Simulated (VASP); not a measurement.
**Relaxed cell of CeO2 (Cerianite): a test of cutoff and mesh**

Aim: test the relaxed volume of CeO2 (Cerianite) against cutoff and mesh. The starting structure is a measured crystal structure from the Crystallography Open Database. The first relaxation on each setting starts from this cell expanded by 3 % in volume.

Main program and level: VASP 6.6.1; Kohn-Sham DFT with plane waves and PAW; PBEsol.

### Step 1. Set-up

The structure is cubic, space group Fm-3m (No. 225). The conventional cell has a = 5.411 Å, b = 5.411 Å, c = 5.411 Å, α = 90.00°, β = 90.00°, γ = 90.00°. Ce has 8 O at 2.34 Å nearest. O has 4 Ce at 2.34 Å nearest. Farther neighbours and most contacts between anions are not listed.

### Step 2. Reference relaxation

This run starts from the cell of an earlier relaxation, which isn't shown; the restart sets up the plane waves anew.

File INCAR:

```
SYSTEM = CeO2
PREC = Accurate
ENCUT = 520
EDIFF = 1E-06
NELM = 150
ISMEAR = 0
SIGMA = 0.03
LREAL = .FALSE.
ALGO = Normal
GGA = PS
NBANDS = 33
ISPIN = 2
MAGMOM = 1 -1 0 0 0 0
LASPH = .TRUE.
LMAXMIX = 6
AMIX = 0.2
BMIX = 1E-04
AMIX_MAG = 0.8
BMIX_MAG = 1E-04
LORBIT = 11
LWAVE = .FALSE.
LCHARG = .FALSE.
KPAR = 8
IBRION = 2
NSW = 50
ISIF = 3
EDIFFG = -0.006
```

File POSCAR:

```
CeO2
1.0
    0.0000000000      2.6994029462      2.6994029462
    2.6994029462      0.0000000000      2.6994029462
    5.3988045598      5.3988045598      0.0000013327
Ce O
2 4
Direct
    0.0000000000      0.0000000000      0.0000000000
    0.0000000000      0.0000000000      0.5000000000
    0.7499999882      0.7499999882      0.3750000177
    0.7499999882      0.7499999882      0.8750000177
    0.2500000118      0.2500000118      0.1249999823
    0.2500000118      0.2500000118      0.6249999823
```

File KPOINTS:

```
Automatic mesh
0
Gamma
8 8 8
0 0 0
```

The projector-augmented-wave data sets are Ce and O (PBE family, release 64).

Started as:

```bash
> mpirun -np 8 vasp_std
```

The log of the run:

```text
[banner, memory and clock lines left out]
running    8 mpi-ranks, on    1 nodes
 distrk:  each k-point on    1 cores,    8 groups
 distr:  one band on    1 cores,    1 groups

 POSCAR found type information on POSCAR CeO
 POSCAR found :  2 types and       6 ions
|                                                                             |
|           W    W    AA    RRRRR   N    N  II  N    N   GGGG   !!!           |
|           W    W   A  A   R    R  NN   N  II  NN   N  G    G  !!!           |
|           W    W  A    A  R    R  N N  N  II  N N  N  G       !!!           |
|           W WW W  AAAAAA  RRRRR   N  N N  II  N  N N  G  GGG   !            |
|           WW  WW  A    A  R   R   N   NN  II  N   NN  G    G                |
|           W    W  A    A  R    R  N    N  II  N    N   GGGG   !!!           |
|                                                                             |
|     For optimal performance we recommend to set                             |
|       NCORE = 2 up to number-of-cores-per-socket                            |
|     NCORE specifies how many cores store one orbital (NPAR=cpu/NCORE).      |
|     This setting can greatly improve the performance of VASP for DFT.       |
|     The default, NCORE=1 might be grossly inefficient on modern             |
|     multi-core architectures or massively parallel machines. Do your        |
|     Unfortunately you need to use the default for GW and RPA                |
|     calculations (for HF NCORE is supported but not extensively tested      |
|     yet).                                                                   |
|                                                                             |

|                                                                             |
|               ----> ADVICE to this user running VASP <----                  |
|                                                                             |
|     You enforced a specific xc type in the INCAR file but a different       |
|     [... a line on the potential file left out ...]
|     I HOPE YOU KNOW WHAT YOU ARE DOING!                                     |
|                                                                             |

 LDA part: xc-table for (Slater+PW92), standard interpolation
 POSCAR, INCAR and KPOINTS ok, starting setup
 FFT: planning ... GRIDC
 FFT: planning ... GRID_SOFT
 FFT: planning ... GRID
 WAVECAR not read
 entering main loop
       N       E                     dE             d eps       ncg     rms          rms(c)
DAV:   1     0.559284515168E+03    0.55928E+03   -0.21133E+04  8692   0.193E+03
DAV:   2     0.101763035511E+03   -0.45752E+03   -0.39666E+03  9399   0.367E+02
DAV:   3    -0.493652109268E+02   -0.15113E+03   -0.14515E+03 11198   0.188E+02
DAV:   4    -0.642570631373E+02   -0.14892E+02   -0.14737E+02 14289   0.598E+01
DAV:   5    -0.650622949942E+02   -0.80523E+00   -0.80437E+00 14390   0.154E+01    0.461E+01
DAV:   6    -0.552040589809E+02    0.98582E+01   -0.30237E+01 12174   0.328E+01    0.313E+01
DAV:   7    -0.559108040894E+02   -0.70675E+00   -0.16582E+01 15064   0.242E+01    0.140E+01
DAV:   8    -0.596421470099E+02   -0.37313E+01   -0.73691E+01 12924   0.729E+01    0.283E+01
DAV:   9    -0.574911303278E+02    0.21510E+01   -0.32698E+00 12591   0.131E+01    0.140E+01
DAV:  10    -0.551631027308E+02    0.23280E+01   -0.84830E+00 11808   0.185E+01    0.389E+00
DAV:  11    -0.551693511769E+02   -0.62484E-02   -0.40947E-01 13132   0.386E+00    0.311E+00
DAV:  12    -0.550993785210E+02    0.69973E-01   -0.89005E-01 12278   0.661E+00    0.165E+00
DAV:  13    -0.550983266342E+02    0.10519E-02   -0.33012E-01 13950   0.399E+00    0.131E+00
DAV:  14    -0.550910036807E+02    0.73230E-02   -0.13827E-01 12022   0.270E+00    0.770E-01
DAV:  15    -0.550896462309E+02    0.13574E-02   -0.10982E-02 16022   0.640E-01    0.303E-01
DAV:  16    -0.550893794855E+02    0.26675E-03   -0.12876E-02 12856   0.723E-01    0.282E-01
DAV:  17    -0.550895286770E+02   -0.14919E-03   -0.50722E-04 12027   0.136E-01    0.301E-01
DAV:  18    -0.550891488947E+02    0.37978E-03   -0.10275E-03 12024   0.236E-01    0.134E-01
DAV:  19    -0.550891178260E+02    0.31069E-04   -0.76349E-05 14168   0.569E-02    0.951E-02
DAV:  20    -0.550890801971E+02    0.37629E-04   -0.14057E-04 11381   0.891E-02    0.260E-02
DAV:  21    -0.550890779237E+02    0.22735E-05   -0.42570E-05 14903   0.428E-02    0.676E-03
DAV:  22    -0.550890797109E+02   -0.17873E-05   -0.34453E-06 10519   0.129E-02    0.101E-02
DAV:  23    -0.550890790261E+02    0.68481E-06   -0.60504E-06  8970   0.181E-02
   1 F= -.55089079E+02 E0= -.55089079E+02  d E =-.550891E+02  mag=     0.0000
 curvature:   0.00 expect dE= 0.000E+00 dE for cont linesearch  0.000E+00
 trial: gam= 0.00000 g(F)=  0.271E-10 g(S)=  0.116E-03 ort = 0.000E+00 (trialstep = 0.100E+01)
 search vector abs. value=  0.116E-03
 bond charge predicted
       N       E                     dE             d eps       ncg     rms          rms(c)
DAV:   1    -0.550900642744E+02   -0.98456E-03   -0.26451E-02  9073   0.120E+00    0.552E-01
DAV:   2    -0.550894478481E+02    0.61643E-03   -0.36830E-03 13204   0.497E-01    0.229E-01
DAV:   3    -0.550891449185E+02    0.30293E-03   -0.14952E-03 12056   0.203E-01    0.174E-01
DAV:   4    -0.550890314402E+02    0.11348E-03   -0.72958E-04 11589   0.204E-01    0.169E-02
DAV:   5    -0.550890324049E+02   -0.96471E-06   -0.63367E-05 14856   0.353E-02    0.149E-02
DAV:   6    -0.550890351734E+02   -0.27685E-05   -0.17279E-05 14595   0.183E-02    0.113E-02
DAV:   7    -0.550890380613E+02   -0.28878E-05   -0.18103E-05 15177   0.216E-02    0.449E-03
DAV:   8    -0.550890385296E+02   -0.46835E-06   -0.11385E-06  6880   0.570E-03
   2 F= -.55089039E+02 E0= -.55089039E+02  d E =0.404965E-04  mag=     0.0000
 trial-energy change:    0.000040  1 .order    0.000041   -0.000116    0.000199
 step:   0.3688(harm=  0.3688)  dis= 0.00000  next Energy=   -55.089100 (dE=-0.214E-04)
 bond charge predicted
       N       E                     dE             d eps       ncg     rms          rms(c)
DAV:   1    -0.550895004006E+02   -0.46234E-03   -0.10452E-02  9009   0.753E-01    0.349E-01
DAV:   2    -0.550892610795E+02    0.23932E-03   -0.14889E-03 13104   0.314E-01    0.146E-01
DAV:   3    -0.550891420256E+02    0.11905E-03   -0.62327E-04 12270   0.131E-01    0.112E-01
DAV:   4    -0.550890968001E+02    0.45225E-04   -0.29695E-04 11389   0.130E-01    0.988E-03
DAV:   5    -0.550890965546E+02    0.24546E-06   -0.24031E-05 14601   0.217E-02    0.947E-03
DAV:   6    -0.550890967621E+02   -0.20750E-06   -0.65033E-06 10687   0.110E-02
   3 F= -.55089097E+02 E0= -.55089097E+02  d E =-.177360E-04  mag=    -0.0000
 curvature:  -0.18 expect dE=-0.380E-05 dE for cont linesearch -0.380E-05
 trial: gam=-0.24385 g(F)=  0.736E-13 g(S)=  0.206E-04 ort = 0.489E-04 (trialstep = 0.874E+00)
 search vector abs. value=  0.366E-05
 reached required accuracy - stopping structural energy minimisation
```

Elapsed: 2.5 min, on 8 MPI ranks of Intel Xeon Platinum 8375C at 2.90GHz (Ice Lake), shared host; peak memory 3.9 GiB.

The logs omit lines about the potential files and the build; timing stands in the text.

OUTCAR, selected parts (step 2):

```text
ion  position               nearest neighbor table
   1  0.000  0.000  0.000-   3 2.34   6 2.34   4 2.34   4 2.34   5 2.34   5 2.34   5 2.34   4 2.34

  LATTYP: Found a trigonal (rhomboedric) cell.
 ALAT       =     6.6121576522
 COS(alpha) =     0.8333332236

 Subroutine GETGRP returns: Found 12 space group operations
 (whereof 12 operations were pure point group operations)

The static configuration has the point symmetry D_3d.

 Found     65 irreducible k-points:

   k-points           NKPTS =     65   k-points in BZ     NKDIM =     65   number of bands    NBANDS=     33

   dimension x,y,z NGX =    28 NGY =   28 NGZ =   60
   dimension x,y,z NGXF=    56 NGYF=   56 NGZF=  120

   ENCUT  =  520.0 eV  38.22 Ry    6.18 a.u.   7.10  7.10 14.20*2*pi/ulx,y,z

   NELECT =      48.0000    total number of electrons

 k-points in reciprocal lattice and weights: Automatic mesh
   0.00000000  0.00000000  0.00000000       0.002
   0.12500000  0.00000000 -0.00000000       0.012
   0.25000000  0.00000000 -0.00000000       0.012
   0.37500000  0.00000000  0.00000000       0.012
   0.50000000  0.00000000 -0.00000000       0.006
   0.12500000  0.12500000  0.00000000       0.012
   0.25000000  0.12500000  0.00000000       0.023
   0.37500000  0.12500000  0.00000000       0.023
   0.50000000  0.12500000  0.00000000       0.023
[...]
0.00000000  0.00000000  0.50000000       0.002
   0.50000000  0.00000000  0.50000000       0.006

 average (electrostatic) potential at core
       1 -76.9207       2 -76.9207       3 -67.9431       4 -67.9431       5 -67.9431
       6 -67.9431

 E-fermi :   5.5105

 spin component 1
 k-point     1 :       0.0000    0.0000    0.0000
  band No.  band energies     occupation
    ...
     20       4.4709      1.00000
     21       4.4709      1.00000
     22       4.6452      1.00000
     23       4.6452      1.00000
     24       4.6452      1.00000
     25       7.2641      0.00000
     26       7.4582      0.00000
     27       7.4582      0.00000
     28       7.5971      0.00000
     29       7.5971      0.00000
    ...

 k-point     2 :       0.1250    0.0000   -0.0000
  band No.  band energies     occupation
    ...
     20       4.4994      1.00000
     21       4.5038      1.00000
     22       4.5862      1.00000
     23       4.5862      1.00000
     24       4.8349      1.00000
     25       7.3017      0.00000
     26       7.4458      0.00000
     27       7.5026      0.00000
     28       7.5807      0.00000
     29       7.5807      0.00000
    ...

 k-point     3 :       0.2500    0.0000   -0.0000
  band No.  band energies     occupation
    ...
     20       4.2443      1.00000
     21       4.4798      1.00000
     22       4.4798      1.00000
     23       4.5688      1.00000
     24       4.9828      1.00000
     25       7.3758      0.00000
     26       7.4111      0.00000
     27       7.5292      0.00000
     28       7.5292      0.00000
     29       7.5702      0.00000
    ...

 k-point     4 :       0.3750    0.0000    0.0000
  band No.  band energies     occupation
    ...
     20       4.4507      1.00000
     21       4.4507      1.00000
     22       4.4685      1.00000
     23       4.5663      1.00000
     24       4.7691      1.00000
     25       7.3511      0.00000
     26       7.4137      0.00000
     27       7.4359      0.00000
     28       7.4577      0.00000
     29       7.4764      0.00000
    ...

 k-point     5 :       0.5000    0.0000   -0.0000
  band No.  band energies     occupation
    ...
     20       4.4585      1.00000
     21       4.4586      1.00000
     22       4.4709      1.00000
     23       4.4709      1.00000
     24       4.6414      1.00000
     25       7.2641      0.00000
     26       7.2941      0.00000
     27       7.4172      0.00000
     28       7.4172      0.00000
     29       7.4582      0.00000
    ...

 k-point     6 :       0.1250    0.1250    0.0000
  band No.  band energies     occupation
    ...
     20       4.0337      1.00000
     21       4.2359      1.00000
     22       4.7705      1.00000
     23       4.7705      1.00000
     24       4.9864      1.00000
     25       7.3420      0.00000
     26       7.4849      0.00000
     27       7.4933      0.00000
     28       7.5414      0.00000
     29       7.6072      0.00000
    ...

  Total       -0.0292314     -0.0292314     -0.0292314      0.0000342     -0.0000342     -0.0000342
  in kB       -0.5956137     -0.5956137     -0.5956137      0.0006963     -0.0006963     -0.0006963
  external PRESSURE =      -0.5956137 kB  Pullay stress =       0.0000000 kB

  energy-cutoff  :      520.00
  volume of cell :       78.63
      direct lattice vectors                 reciprocal lattice vectors
    -0.000000000  2.698847305  2.698847305    -0.185264257  0.185264301  0.185264257
     2.698847305 -0.000000000  2.698847305     0.185264301 -0.185264257  0.185264257
     5.397695918  5.397695918 -0.000001308     0.092632106  0.092632106 -0.092632106

 POSITION                                       TOTAL-FORCE (eV/Angst)
 -----------------------------------------------------------------------------------
      0.00000     -0.00000      0.00000        -0.000000     -0.000000      0.000000
      2.69885      2.69885     -0.00000        -0.000000      0.000000      0.000000
      4.04827      4.04827      4.04827        -0.000000     -0.000000      0.000000
      6.74712      6.74712      4.04827        -0.000000     -0.000000      0.000000
      1.34942      1.34942      1.34942         0.000000      0.000000     -0.000000
      4.04827      4.04827      1.34942         0.000000      0.000000     -0.000000
 -----------------------------------------------------------------------------------
    total drift:                                0.000000      0.000000     -0.000000

  FREE ENERGIE OF THE ION-ELECTRON SYSTEM (eV)
  ---------------------------------------------------
  free  energy   TOTEN  =       -55.0890967621 eV

  energy  without entropy=      -55.0890967621  energy(sigma->0) =      -55.08909676

 reached required accuracy - stopping structural energy minimisation

 total charge
# of ion       s       p       d       f       tot
--------------------------------------------------
    1        2.014   5.793   0.918   0.964   9.690
    2        2.014   5.793   0.918   0.964   9.690
    3        1.572   3.426   0.000   0.000   4.998
    4        1.572   3.426   0.000   0.000   4.998
    5        1.572   3.426   0.000   0.000   4.998
    6        1.572   3.426   0.000   0.000   4.998
--------------------------------------------------
tot         10.317  25.289   1.836   1.929  39.372

 magnetization (x)
# of ion       s       p       d       f       tot
--------------------------------------------------
    1       -0.000   0.000  -0.000   0.000  -0.000
    2        0.000  -0.000   0.000  -0.000   0.000
    3       -0.000   0.000   0.000   0.000   0.000
    4        0.000  -0.000   0.000   0.000  -0.000
    5        0.000  -0.000   0.000   0.000  -0.000
    6       -0.000   0.000   0.000   0.000   0.000
--------------------------------------------------
tot          0.000   0.000   0.000   0.000   0.000

[... 1 further part left out ...]
```

CONTCAR:

```
CeO2
   1.00000000000000
    -0.0000000000000051    2.6988473047452501    2.6988473047452604
     2.6988473047452501   -0.0000000000000051    2.6988473047452604
     5.3976959177983188    5.3976959177983188   -0.0000013082078494
  Ce              O
     2     4
Direct
     0.0000000000000000    0.0000000000000000    0.0000000000000000
     0.0000000000000000    0.0000000000000000    0.5000000000000000
     0.7500000107365421    0.7500000107365421    0.3749999838951940
     0.7500000107365421    0.7500000107365421    0.8749999838951941
     0.2499999892634579    0.2499999892634579    0.1250000161048060
     0.2499999892634579    0.2499999892634579    0.6250000161048059
```

The moments of the start collapse, so the state is non-magnetic; other starts or orders were not tried. The PAW data sets were made with PBE, which is usual practice but a small mismatch for other functionals. The run keeps the 12 symmetry operations of its start, so it cannot find a distortion of lower symmetry.

The reference relaxation ends at 13.105 Å³ an atom. Pressures at 0.985 and 1.015 times this volume, from two more relaxations that aren't shown, give a bulk modulus of 190.4 GPa.

(Part 1 of 3 ends here.)

[Lines on the potential files, build, host, timing and source positions are cut from VASP's logs without a mark.]

[Logs are printed without paths, hosts, clocks, repeated set-up lines and the standing remarks that a program may print on its own settings, such as how far it seeks lower states.]

[Hosts, paths, dates, database ids (printed as entryN), source tags and the programs' standing remarks are cut or masked in the printed files.]
